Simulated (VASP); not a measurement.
Data:

```xyz
2
Lattice="0.0000 3.1063 3.1063 3.1063 0.0000 3.1063 3.1063 3.1063 0.0000" Properties=species:S:1:pos:R:3 pbc="T T T"
Pb     0.0000     0.0000     0.0000
Se     3.1063     3.1063     3.1063
```

These are PBE GGA, VASP's PBE PAW potentials (set 64) (plane waves; VASP) values and carry that method's errors. Numerical set-up: 400 eV cut-off, 17×17×17 Γ-centred mesh, Gaussian smearing of 0.010 eV, potentials Pb_d Se.

Problem. Estimate the energy per atom (σ→0).

Solution. 
```json
{
 "energy per atom (σ→0)": "-4.099 eV/atom"
}
```

The absolute energy has meaning only against runs of the same code, potentials and settings.

The compound is PbSe in the rock salt structure. It was relaxed first.
